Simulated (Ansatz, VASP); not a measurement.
# Cross-check of TiC between VASP and Ansatz, part 3 of 3

One calculation is typed for both programs; each brings its own data sets. How far apart do they land? The cell is taken from a series of runs on this material, whose earlier steps may have relaxed, scaled, displaced or heated it; both programs get it as it stands.

VASP 6.6.1 and Ansatz 0.2.0.

So far: Set-up; Ansatz: zone-centre phonons, PBEsol, pair 1; VASP: zone-centre phonons, PBEsol, pair 1; Differences.

### Step 5. VASP: zone-centre phonons, PBEsol, pair 2

Level of this step: PBEsol; plane waves and PAW (C, Ti_sv) (VASP).

Second derivatives magnify differences that forces hide, and they need a tight electronic threshold. The cell compared in this pair holds 19.17 Å³, against 18.87 Å³ for the pair before.

INCAR reads:

```
SYSTEM = TiC
PREC = Accurate
ENCUT = 600
EDIFF = 1E-08
NELM = 120
ISMEAR = 1
SIGMA = 0.2
LREAL = .FALSE.
ALGO = Normal
GGA = PS
NBANDS = 14
LASPH = .TRUE.
LORBIT = 11
LWAVE = .FALSE.
LCHARG = .FALSE.
ISIF = 2
IBRION = 8
GGA_COMPAT = .FALSE.
KPAR = 2
```

POSCAR reads:

```
TiC
1.0
    0.0000000000      2.1035144507      2.1665849007
    2.1035144507      0.0000000000      2.1665849007
    2.1035144507      2.1035144507      0.0000000000
C Ti
1 1
Direct
    0.5000000000      0.5000000000      0.5000000000
    0.0000000000      0.0000000000      0.0000000000
```

KPOINTS reads:

```
Automatic mesh
0
Gamma
16 16 16
0 0 0
```

PAW data sets: C and Ti_sv (PBE family, release 64).

Run with:

```
$ mpirun -np 2 vasp_std
```

Numbers of over 12 decimals in the logs are rounded to 6 here.

The log of the run:

```text
[banner, memory and clock lines left out]
running    2 mpi-ranks, on    1 nodes
[...]
[... a notice as in an earlier step ...]

 LDA part: xc-table for (Slater+PW92), standard interpolation
 POSCAR, INCAR and KPOINTS ok, starting setup
[...]
entering main loop
       N       E                     dE             d eps       ncg     rms          rms(c)
DAV:   1     0.125711026716E+03    0.12571E+03   -0.88868E+03  9792   0.153E+03
DAV:   2    -0.163546222423E+02   -0.14207E+03   -0.13395E+03 10246   0.372E+02
DAV:   3    -0.246901468962E+02   -0.83355E+01   -0.81087E+01 12892   0.863E+01
DAV:   4    -0.250312031826E+02   -0.34106E+00   -0.34078E+00 12246   0.158E+01
[...]
DAV:  16    -0.197676263065E+02   -0.14774E-07   -0.13742E-08  7952   0.130E-03    0.161E-04
DAV:  17    -0.197676262963E+02    0.10205E-07   -0.16108E-09  6026   0.503E-04    0.710E-05
DAV:  18    -0.197676262994E+02   -0.30693E-08   -0.21945E-10  5450   0.180E-04
   1 F= -.19767626E+02 E0= -.19767662E+02  d E =0.106463E-03
[...]
RMM:  16    -0.644404011556E+00   -0.93733E-06   -0.38383E-06 39593   0.163E-03    0.827E-05
RMM:  17    -0.644404049392E+00   -0.37836E-07   -0.36043E-06 42676   0.137E-03    0.930E-05
RMM:  18    -0.644404521988E+00   -0.47260E-06   -0.26291E-06 38852   0.118E-03    0.980E-05
 first order change of Fermi-energy   0.37080E-03
 force on displaced ion       2 direction 1 : -12.768   0.000   0.000
 Linear response progress:
  Degree of freedom:   4/  4
       N       E                     dE             d eps       ncg     rms          rms(c)
RMM:   1    -0.716133405142E+00   -0.71613E+00    0.34032E+00  9909   0.135E+02
RMM:   2    -0.687223894231E+00    0.28910E-01   -0.23621E-01 16508   0.495E+00    0.236E-01
RMM:   3    -0.686148530750E+00    0.10754E-02   -0.18802E-02 19381   0.117E+00    0.117E-01
RMM:   4    -0.685568668379E+00    0.57986E-03   -0.79010E-03 21280   0.524E-01    0.212E-02
[...]
RMM:  16    -0.686982164671E+00   -0.82066E-06   -0.25301E-06 22659   0.133E-03    0.665E-05
RMM:  17    -0.686982291750E+00   -0.12708E-06   -0.26023E-06 24096   0.110E-03    0.703E-05
RMM:  18    -0.686982984879E+00   -0.69313E-06   -0.16443E-06 20491   0.936E-04    0.677E-05
 first order change of Fermi-energy  -0.10067E-02
 force on displaced ion       2 direction 3 :   0.000   0.000  -9.792
 Linear response finished
```

From OUTCAR (step 5):

```text
  Total        1.6954968      1.6954968      0.0194514      0.0000000      0.0000000     -0.0000000
  in kB      141.6807530    141.6807530      1.6254173      0.0000000      0.0000000     -0.0000000
  external PRESSURE =      94.9956411 kB  Pullay stress =       0.0000000 kB

 POSITION                                       TOTAL-FORCE (eV/Angst)
 -----------------------------------------------------------------------------------
      2.10351      2.10351      2.16658         0.000000     -0.000000      0.000000
      0.00000      0.00000      0.00000        -0.000000      0.000000     -0.000000
 -----------------------------------------------------------------------------------
    total drift:                                0.000000     -0.000000     -0.000000

[... 1 part as in an earlier step ...]

[... 1 further part left out ...]
```

### Step 6. Ansatz: zone-centre phonons, PBEsol, pair 2

The same cell, functional, mesh and smearing now go to Ansatz, which takes its cutoff from its data sets.

The cell is taken from a series of runs on this material, whose earlier steps may have relaxed, scaled, displaced or heated it; both programs get it as it stands.

input.yaml reads:

```yaml
crystal:
  lattice:
    - [0.0, 2.1035144507, 2.1665849007]
    - [2.1035144507, 0.0, 2.1665849007]
    - [2.1035144507, 2.1035144507, 0.0]
  atoms:
    - { symbol: C, position: [0.5, 0.5, 0.5] }
    - { symbol: Ti, position: [0.0, 0.0, 0.0] }
kpoints:
  mp_grid: { grid: [16, 16, 16] }
hamiltonian:
  xc: pbesol
  pseudopotentials: { kind: paw, azcp: { folder: soft_1 }, xc_functional: pbe }
scf:
  occupations: { method: methfessel_paxton, width: 0.2 }
output:
  eigenvalues: true
phonons:
  method: dfpt
```

Run with:

```
$ ansatz run input.yaml --threads 4 --pin off --max-ram 10240MiB --backend cpu --events-out ev --progress --plain --runs-dir out
```

The log of the run:

```text
[...]
Crystal: 2 atoms, lattice volume = 19.173 Å³
Basis set: ecut = 420 eV, 347 PW (Γ), exchange–correlation on 48×48×48 points (8 copies of the dense FFT grid, shifted against one another)
Bands: 12, of which v1, the nominal top of the filled ones, is band 8 counted from 1 (7 counted from 0)
Symmetry: 16 space group operations
k-points: 621 of 4096 (irreducible under 8 space group operations)
[...]
k-point 1: bands = [... 4 lower, 2.9894, 15.7255, 15.9322, 16.1063, 16.5690, 16.6572, 17.5690, 18.3126]
  k-point 2: bands = [... 4 lower, 3.2712, 14.8295, 15.1357, 15.2855, 16.6457, 16.7251, 17.9305, 19.4346]
  k-point 620: bands = [... 4 lower, 5.1825, 11.8237, 13.7047, 15.7096, 15.7096, 18.4900, 19.3439, 19.3439]
[...]
ASR residual: 5.027e-5 → 0.000e0 eV/Å²; symmetrization residual: 2.400e-7 eV/Å²
  ASR residual per site (eV/Å²): 2.19e-5 5.03e-5
  Γ frequencies (cm⁻¹): 0.00 0.00 0.00 525.72 599.61 599.61
[...]
[key lines of the parts left out:]
SCF converged after 9 iterations
Free energy (F): -2722.391925 eV
Fermi energy:    15.518128 eV
```

### Step 7. Differences

Compared:

```tsv
quantity	Ansatz	VASP	difference
optical mode 1 (cm⁻¹)	525.7	526.2	-0.09 %
optical mode 2 to 3 (cm⁻¹)	599.6	601.0	-0.23 %
```

Modes are paired by rising frequency, not by their patterns, so a pair may set unlike modes beside each other; they are those without the splitting of longitudinal modes.

### Step 8. What came out

```json
{"r.m.s. difference of the optical zone-centre modes, each program's sorted by frequency (zone-centre phonons, PBEsol, pair 1)": "0.72 cm⁻¹", "r.m.s. difference of the optical zone-centre modes, each program's sorted by frequency (zone-centre phonons, PBEsol, pair 2)": "1.1 cm⁻¹"}
```

In words: The r.m.s. difference of the optical zone-centre modes, each program's sorted by frequency is 0.72 cm⁻¹ (zone-centre phonons, PBEsol, pair 1). How closely two codes agree says nothing of how well the functional describes the real material.

[Lines on the potential files, build, host, timing and source positions are cut from VASP's logs without a mark.]

[Logs are printed without paths, hosts, clocks, repeated set-up lines and the standing remarks that a program may print on its own settings, such as how far it seeks lower states.]

[Hosts, paths, dates, database ids (printed as entryN), source tags and the programs' standing remarks are cut or masked in the printed files.]
